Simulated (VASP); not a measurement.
These are HSE06 screened hybrid, VASP's PBE PAW potentials (set 64) (plane waves; VASP 6.6.1) values and carry that method's errors.

VASP ran on this input.

POSCAR:
```
C63S
1.0
  7.1465551590   0.0000000000   0.0000000000
  0.0000000000   7.1465551590   0.0000000000
  0.0000000000   0.0000000000   7.1465551590
C S
63 1
Direct
  0.5002996084   0.9996816889   0.0007336079
  0.6240303755   0.1246861796   0.1232693597
  0.7490569311   0.2509882255   0.9977243093
  0.8754116050   0.3759813486   0.1232023515
  0.7502834133   0.0008120729   0.2492900322
  0.8761344194   0.1238745040   0.3756760015
  0.9999646896   0.0001122568   0.9993636652
  0.1251890950   0.1248134927   0.1250533806
  0.2491686626   0.2497522817   0.0007146983
  0.3759906574   0.3757704094   0.1246573492
  0.4998762752   0.5001476159   0.9998487787
  0.6242621977   0.6241007650   0.1245835057
  0.7502426416   0.7509996050   0.0007216123
  0.8751848039   0.8749008613   0.1251502321
  0.2497728787   0.9994521791   0.2501890168
  0.3743178382   0.1233385558   0.3754750123
  0.5030038846   0.2485291660   0.2476398885
  0.6409042487   0.3593136473   0.3584992889
  0.7516392729   0.4971548874   0.2475680388
  0.8768314807   0.6258041649   0.3754678248
  0.4997555452   0.0007870064   0.4996113680
  0.6231897183   0.1253648580   0.6235838709
  0.7516477718   0.2484098624   0.4968616747
  0.8747065026   0.3768292211   0.6235685891
  0.7498242325   0.0021868194   0.7499793840
  0.8739923098   0.1261374065   0.8737458387
  0.0003749847   0.4997759152   0.0007280204
  0.1254272138   0.6241491038   0.1245459612
  0.2508576434   0.7492814170   0.9996570148
  0.3759500884   0.8746845600   0.1245640828
  0.9992484033   0.2496624363   0.2491971901
  0.1231753610   0.3740220183   0.3748797944
  0.2487818088   0.4991431574   0.2481641196
  0.3656718048   0.6343766164   0.3685800869
  0.5009009361   0.7512864752   0.2481618201
  0.6259738726   0.8768670314   0.3749265657
  0.0001480267   0.9999033072   0.5000278409
  0.1216051557   0.1215294250   0.6238052127
  0.2419619302   0.2412089114   0.4992384795
  0.3519448377   0.3539003152   0.6343055723
  0.6462167292   0.6480457132   0.6342787782
  0.7588781680   0.7581510335   0.4992872817
  0.8784886309   0.8785393801   0.6238927478
  0.2496180216   0.9991277898   0.7501768433
  0.3745604048   0.1219998183   0.8769439905
  0.4963559376   0.2443995908   0.7509232854
  0.6227664360   0.3772689254   0.8714911377
  0.7556802904   0.5037547167   0.7509279356
  0.8780241672   0.6256301371   0.8769929147
  0.0007119357   0.7503700018   0.2502128348
  0.1229541546   0.8771730425   0.3756735448
  0.9992299905   0.5002251911   0.4995923652
  0.1244619047   0.6237616423   0.6245466147
  0.2482314129   0.7518127534   0.5006133750
  0.3763244039   0.8755066713   0.6244607895
  0.9979617579   0.2502445951   0.7499388069
  0.1207197547   0.3744628802   0.8782420652
  0.2445140021   0.4961437778   0.7519341382
  0.3768621732   0.6232013331   0.8723901508
  0.5039601148   0.7554677693   0.7518561256
  0.6256087445   0.8793904138   0.8782231879
  0.0009119862   0.7505826490   0.7502714584
  0.1257327840   0.8744309314   0.8749111316
  0.4893609677   0.5106654716   0.5298270554
```

### INCAR
```
! general
SYSTEM   = C63S
PREC     = Normal
ENCUT    = 400
LREAL    = Auto   ! projection in real space or not
LASPH    = .True.
ISYM     = 0
NELECT   = 259.0

! electronic loop
EDIFF    = 1E-5
NELM     = 50   ! most electronic steps
NELMIN   = 4
ALGO     = Normal

! smearing
ISMEAR   = 0   ! Gaussian
SIGMA    = 0.05   ! width (eV)

! functional
GGA      = PE   ! PBE
LHFCALC  = .True.
AEXX     = 0.25
HFSCREEN = 0.2   ! 1/Angstrom
PRECFOCK = Fast

! spin
ISPIN    = 2
MAGMOM   = 64*0.0156
NUPDOWN  = 1

! ions
ISIF     = 0

! output
LWAVE    = .False.
LCHARG   = .False.
LORBIT   = 10
```

File KPOINTS:
```
Automatic mesh
0
Gamma
1 1 1
0 0 0
```

POTCAR, in this order: C S (PBE.64 set). Program: vasp_gam. Read from the step before: WAVECAR.

Output of the run:

### OUTCAR
```
 ion  position               nearest neighbor table
   1  0.500  1.000  0.001-  61 1.52   2 1.53  45 1.53  30 1.54
   2  0.624  0.125  0.123-  17 1.52   1 1.53   5 1.55   3 1.56
   3  0.749  0.251  0.998-  26 1.54   4 1.55   2 1.56  47 1.56
   4  0.875  0.376  0.123-  19 1.52  27 1.53  31 1.55   3 1.55
   5  0.750  0.001  0.249-  36 1.54  14 1.55   6 1.55   2 1.55
   6  0.876  0.124  0.376-  23 1.53  37 1.54   5 1.55  31 1.55
   7  1.000  0.000  0.999-   8 1.55  14 1.55  63 1.55  26 1.56
   8  0.125  0.125  0.125-   9 1.54  31 1.55  15 1.55   7 1.55
   9  0.249  0.250  0.001-   8 1.54  57 1.55  10 1.55  45 1.56
  10  0.376  0.376  0.125-  11 1.54  33 1.54   9 1.55  17 1.56
  11  0.500  0.500  1.000-  10 1.54  12 1.54  59 1.54  47 1.54
  12  0.624  0.624  0.125-  11 1.54  35 1.54  13 1.55  19 1.56
  13  0.750  0.751  0.001-  14 1.54  61 1.55  12 1.55  49 1.56
  14  0.875  0.875  0.125-  13 1.54   5 1.55  50 1.55   7 1.55
  15  0.250  0.999  0.250-  16 1.54  51 1.55   8 1.55  30 1.55
  16  0.374  0.123  0.375-  21 1.54  15 1.54  39 1.54  17 1.58
  17  0.503  0.249  0.248-  18 1.49   2 1.52  10 1.56  16 1.58
  18  0.641  0.359  0.358-  19 1.49  17 1.49  23 1.49  64 1.96
  19  0.752  0.497  0.248-  18 1.49   4 1.52  12 1.56  20 1.58
  20  0.877  0.626  0.375-  52 1.54  50 1.54  42 1.55  19 1.58
  21  0.500  0.001  0.500-  22 1.53  16 1.54  55 1.54  36 1.55
  22  0.623  0.125  0.624-  21 1.53  46 1.54  25 1.55  23 1.56
  23  0.752  0.248  0.497-  18 1.49   6 1.53  24 1.56  22 1.56
  24  0.875  0.377  0.624-  52 1.53  48 1.54  56 1.55  23 1.56
  25  0.750  0.002  0.750-  26 1.53  61 1.55  22 1.55  43 1.56
  26  0.874  0.126  0.874-  56 1.53  25 1.53   3 1.54   7 1.56
  27  0.000  0.500  0.001-  57 1.52   4 1.53  49 1.53  28 1.54
  28  0.125  0.624  0.125-  33 1.53  27 1.54  29 1.55  50 1.55
  29  0.251  0.749  1.000-  63 1.55  30 1.55  28 1.55  59 1.57
  30  0.376  0.875  0.125-  35 1.53   1 1.54  29 1.55  15 1.55
  31  0.999  0.250  0.249-  32 1.54   8 1.55   6 1.55   4 1.55
  32  0.123  0.374  0.375-  31 1.54  52 1.55  39 1.55  33 1.56
  33  0.249  0.499  0.248-  28 1.53  34 1.54  10 1.54  32 1.56
  34  0.366  0.634  0.369-  54 1.52  33 1.54  35 1.54  64 1.70
  35  0.501  0.751  0.248-  30 1.53  34 1.54  12 1.54  36 1.56
  36  0.626  0.877  0.375-   5 1.54  21 1.55  42 1.55  35 1.56
  37  0.000  1.000  0.500-  38 1.51  43 1.51  51 1.53   6 1.54
  38  0.122  0.122  0.624-  39 1.50  37 1.51  44 1.55  56 1.56
  39  0.242  0.241  0.499-  40 1.48  38 1.50  16 1.54  32 1.55
  40  0.352  0.354  0.634-  39 1.48  58 1.53  46 1.54  64 1.67
  41  0.646  0.648  0.634-  42 1.48  60 1.53  48 1.54  64 1.67
  42  0.759  0.758  0.499-  41 1.48  43 1.50  20 1.55  36 1.55
  43  0.878  0.879  0.624-  42 1.50  37 1.51  62 1.55  25 1.56
  44  0.250  0.999  0.750-  63 1.54  45 1.55  55 1.55  38 1.55
  45  0.375  0.122  0.877-  46 1.53   1 1.53  44 1.55   9 1.56
  46  0.496  0.244  0.751-  45 1.53  40 1.54  22 1.54  47 1.57
  47  0.623  0.377  0.871-  11 1.54   3 1.56  46 1.57  48 1.57
  48  0.756  0.504  0.751-  49 1.53  41 1.54  24 1.54  47 1.57
  49  0.878  0.626  0.877-  48 1.53  27 1.53  62 1.55  13 1.56
  50  0.001  0.750  0.250-  20 1.54  51 1.55  14 1.55  28 1.55
  51  0.123  0.877  0.376-  37 1.53  50 1.55  15 1.55  54 1.55
  52  0.999  0.500  0.500-  24 1.53  20 1.54  53 1.54  32 1.55
  53  0.124  0.624  0.625-  52 1.54  58 1.55  54 1.55  62 1.55
  54  0.248  0.752  0.501-  34 1.52  51 1.55  55 1.55  53 1.55
  55  0.376  0.876  0.624-  21 1.54  60 1.55  54 1.55  44 1.55
  56  0.998  0.250  0.750-  26 1.53  57 1.55  24 1.55  38 1.56
  57  0.121  0.374  0.878-  27 1.52  58 1.53  56 1.55   9 1.55
  58  0.245  0.496  0.752-  40 1.53  57 1.53  53 1.55  59 1.57  64 2.36
  59  0.377  0.623  0.872-  11 1.54  29 1.57  58 1.57  60 1.57
  60  0.504  0.755  0.752-  41 1.53  61 1.53  55 1.55  59 1.57  64 2.36
  61  0.626  0.879  0.878-   1 1.52  60 1.53  25 1.55  13 1.55
  62  0.001  0.751  0.750-  63 1.54  49 1.55  53 1.55  43 1.55
  63  0.126  0.874  0.875-  62 1.54  44 1.54  29 1.55   7 1.55
  64  0.489  0.511  0.530-  40 1.67  41 1.67  34 1.70  18 1.96  60 2.36  58 2.36
 Subroutine IBZKPT returns following result:
 Found      1 irreducible k-points:

 Following reciprocal coordinates:
            Coordinates               Weight
  0.000000  0.000000  0.000000      1.000000
 Subroutine IBZKPT_HF returns following result:
   k-points           NKPTS =      1   k-points in BZ     NKDIM =      1   number of bands    NBANDS=    162
   number of dos      NEDOS =    301   number of ions     NIONS =     64
   total plane-waves  NPLWV =  46656
...
```

OSZICAR:
```
       N       E                     dE             d eps       ncg     rms          rms(c)
DAV:   1    -0.642143377190E+03   -0.64214E+03   -0.84687E+00   648   0.801E+00    0.410E+00
DAV:   2    -0.642167151093E+03   -0.23774E-01   -0.13487E-01   736   0.929E-01    0.251E+00
DAV:   3    -0.642148917981E+03    0.18233E-01   -0.24023E-02   744   0.432E-01    0.151E+00
DAV:   4    -0.642144445606E+03    0.44724E-02   -0.66384E-03   744   0.207E-01    0.104E+00
DAV:   5    -0.642143019072E+03    0.14265E-02   -0.99596E-04   708   0.878E-02    0.642E-01
DAV:   6    -0.642142598719E+03    0.42035E-03   -0.38530E-04   710   0.540E-02    0.366E-01
DAV:   7    -0.642142485745E+03    0.11297E-03   -0.96628E-05   708   0.261E-02    0.174E-01
DAV:   8    -0.642142451001E+03    0.34745E-04   -0.17525E-05   446   0.132E-02    0.990E-02
DAV:   9    -0.642142441104E+03    0.98969E-05   -0.84979E-06   414   0.964E-03
   1 F= -.64214244E+03 E0= -.64214244E+03  d E =-.193347E-15  mag=     1.0000
```

### OUTCAR
```
------------------------ aborting loop because EDIFF is reached ----------------------------------------
  volume of cell :      365.00
      direct lattice vectors                 reciprocal lattice vectors
     7.146555159  0.000000000  0.000000000     0.139927556  0.000000000  0.000000000
     0.000000000  7.146555159  0.000000000     0.000000000  0.139927556  0.000000000
     0.000000000  0.000000000  7.146555159     0.000000000  0.000000000  0.139927556
 POSITION                                       TOTAL-FORCE (eV/Angst)
 -----------------------------------------------------------------------------------
      3.57542      7.14428      0.00524         0.002989      0.022549      0.054601
      4.45967      0.89108      0.88095        -0.028038     -0.030632     -0.030127
      5.35318      1.79370      7.13029        -0.010023      0.018925      0.027200
      6.25618      2.68697      0.88047         0.026105      0.046718     -0.020604
      5.36194      0.00580      1.78156        -0.011582      0.008423     -0.005652
      6.26134      0.88528      2.68479         0.019206     -0.010981      0.046259
      7.14630      0.00080      7.14201        -0.001133      0.001456      0.004673
      0.89467      0.89199      0.89370         0.000704      0.014284      0.023549
      1.78070      1.78487      0.00511         0.012111     -0.001852     -0.000458
      2.68704      2.68546      0.89087        -0.006005     -0.025245      0.005448
      3.57239      3.57433      7.14547        -0.010923      0.017871     -0.025588
      4.46132      4.46017      0.89034         0.031223      0.005552      0.020326
      5.36165      5.36706      0.00516         0.012797     -0.028864      0.001722
      6.25456      6.25253      0.89439        -0.000688      0.002491      0.003194
      1.78502      7.14264      1.78799         0.004161     -0.001672     -0.027584
      2.67508      0.88145      2.68335         0.019238      0.045475     -0.030331
      3.59475      1.77613      1.76977        -0.001218     -0.045191     -0.009036
      4.58026      2.56785      2.56203        -0.015165     -0.002016     -0.041988
      5.37163      3.55294      1.76926         0.040343     -0.005496     -0.002498
      6.26632      4.47234      2.68330        -0.057059     -0.021099     -0.028297
      3.57153      0.00562      3.57050         0.006841     -0.006434      0.014127
      4.45366      0.89593      4.45648         0.005403     -0.004002     -0.011510
      5.37169      1.77527      3.55085         0.016752     -0.007570     -0.030109
      6.25114      2.69303      4.45637         0.005847      0.002032     -0.002876
      5.35866      0.01563      5.35977         0.023991     -0.035989     -0.033240
      6.24603      0.90145      6.24427         0.004369     -0.016342      0.021492
      0.00268      3.57168      0.00520        -0.015453      0.000876      0.054341
      0.89637      4.46052      0.89007        -0.043918     -0.003982     -0.026193
      1.79277      5.35478      7.14410         0.024344     -0.033693     -0.012478
      2.68675      6.25098      0.89020         0.001826      0.037777     -0.028209
      7.14118      1.78423      1.78090        -0.008496      0.029912      0.007388
      0.88028      2.67297      2.67910         0.007675     -0.036979     -0.012400
      1.77793      3.56715      1.77352         0.019108      0.046793      0.015106
      2.61329      4.53361      2.63408         0.132663     -0.137905      0.073172
      3.57972      5.36911      1.77350        -0.045271     -0.025260      0.018359
      4.47356      6.26658      2.67943         0.044981     -0.005584     -0.014801
      0.00106      7.14586      3.57348        -0.017262      0.021090      0.010816
      0.86906      0.86852      4.45806        -0.059601     -0.006757      0.004851
      1.72919      1.72381      3.56784        -0.011098      0.010837      0.093265
      2.51519      2.52917      4.53310         0.003400      0.000787     -0.187541
      4.61822      4.63129      4.53291        -0.002631      0.006671     -0.186828
      5.42336      5.41817      3.56818        -0.012378     -0.003539      0.086120
      6.27817      6.27853      4.45868         0.018918      0.052765     -0.008929
      1.78391      7.14032      5.36118         0.001888     -0.005539     -0.021529
      2.67682      0.87188      6.26713         0.011405      0.029957      0.010735
      3.54724      1.74662      5.36651        -0.088304      0.063645     -0.026170
      4.45063      2.69617      6.22816         0.033566     -0.023089      0.052646
      5.40051      3.60011      5.36655        -0.060659      0.075131     -0.024863
      6.27485      4.47110      6.26748        -0.022447     -0.031861      0.006377
      0.00509      5.36256      1.78816        -0.012960     -0.012937     -0.032657
      0.87870      6.26877      2.68477         0.037867     -0.044440      0.043828
      7.14105      3.57489      3.57036         0.018397      0.014373      0.020076
      0.88947      4.45775      4.46336         0.002871      0.005384      0.007007
      1.77400      5.37287      3.57766        -0.027483      0.026020     -0.078218
      2.68942      6.25686      4.46274        -0.005813      0.006358      0.023419
      7.13199      1.78839      5.35948         0.029781     -0.026368     -0.024780
      0.86273      2.67612      6.27641         0.045720      0.047480     -0.043378
      1.74743      3.54572      5.37374         0.015262     -0.095060     -0.000693
      2.69327      4.45374      6.23458        -0.025385      0.026296      0.056575
      3.60158      5.39899      5.37318         0.091721     -0.003214      0.011005
      4.47095      6.28461      6.27627        -0.048292     -0.050900     -0.041079
      0.00652      5.36408      5.36186         0.007931     -0.020226     -0.036219
      0.89856      6.24917      6.25260        -0.016607     -0.000710     -0.003845
      3.49725      3.64950      3.78644        -0.115513      0.123503      0.293028
 -----------------------------------------------------------------------------------
    total drift:                               -0.010547      0.015249      0.006806
  FREE ENERGIE OF THE ION-ELECTRON SYSTEM (eV)
  ---------------------------------------------------
  free  energy   TOTEN  =      -642.1424411036 eV

  energy  without entropy=     -642.1424411036  energy(sigma->0) =     -642.14244110

  exchange ACFDT corr.  =         0.00000000  see jH, gK, PRB 81, 115126

 total charge

# of ion       s       p       d       tot
------------------------------------------
    1        0.834   1.787   0.000   2.622
    2        0.837   1.764   0.000   2.602
    3        0.834   1.744   0.000   2.578
    4        0.837   1.764   0.000   2.602
    5        0.834   1.755   0.000   2.589
    6        0.839   1.765   0.000   2.604
    7        0.830   1.748   0.000   2.579
    8        0.831   1.758   0.000   2.589
    9        0.831   1.751   0.000   2.582
   10        0.829   1.752   0.000   2.581
   11        0.831   1.764   0.000   2.595
   12        0.829   1.752   0.000   2.581
   13        0.831   1.751   0.000   2.583
   14        0.831   1.757   0.000   2.589
   15        0.831   1.756   0.000   2.588
   16        0.835   1.750   0.000   2.585
   17        0.832   1.767   0.000   2.599
   18        0.858   1.810   0.000   2.668
   19        0.831   1.767   0.000   2.598
   20        0.835   1.750   0.000   2.585
   21        0.832   1.767   0.000   2.599
   22        0.831   1.754   0.000   2.584
   23        0.833   1.767   0.000   2.600
   24        0.831   1.754   0.000   2.584
...
```
(Selected blocks of OUTCAR.)

**OUTCAR**
```
 val. band max:       12.8807825928   @ k =   0.0000   0.0000   0.0000

 cond. band min:      14.4216213850   @ k =   0.0000   0.0000   0.0000


 Fermi energy:        13.2009802925

 spin component 1

 k-point     1 :       0.0000    0.0000    0.0000
  band No.  band energies     occupation
      1     -14.4006      1.00000
      2     -12.2713      1.00000
      3     -11.9539      1.00000
      4     -11.8751      1.00000
      5     -11.8524      1.00000
      6     -11.8494      1.00000
      7     -11.7443      1.00000
      8      -9.9865      1.00000
      9      -9.7495      1.00000
     10      -9.6698      1.00000
     11      -9.5383      1.00000
     12      -9.5147      1.00000
     13      -9.5048      1.00000
     14      -9.5003      1.00000
     15      -9.4781      1.00000
     16      -9.4042      1.00000
     17      -9.3670      1.00000
     18      -9.3591      1.00000
     19      -9.2425      1.00000
     20      -8.2542      1.00000
     21      -8.1383      1.00000
     22      -8.1359      1.00000
     23      -8.0098      1.00000
     24      -5.7292      1.00000
     25      -5.4337      1.00000
     26      -5.4322      1.00000
     27      -5.3715      1.00000
     28      -4.9627      1.00000
     29      -4.9551      1.00000
     30      -4.9491      1.00000
     31      -4.8654      1.00000
     32      -4.8242      1.00000
     33      -4.7595      1.00000
     34      -4.2389      1.00000
     35      -4.1919      1.00000
     36      -4.1715      1.00000
     37      -4.1116      1.00000
     38      -4.0968      1.00000
     39      -4.0886      1.00000
     40      -4.0706      1.00000
     41      -4.0423      1.00000
     42      -3.9566      1.00000
     43      -3.8850      1.00000
     44      -3.8389      1.00000
     45      -3.7657      1.00000
     46      -0.7603      1.00000
     47      -0.5917      1.00000
     48      -0.5251      1.00000
     49      -0.4896      1.00000
...
```

The cell is charged, with a uniform compensating background. The supercell is sampled at Γ alone, which is coarse: total energies, pressure and levels can be off, energies of defects by several tenths of an eV.

The cell is a supercell with a defect, built from C (diamond): S_C, charge -1. The cell's shape comes from a PBE relaxation.
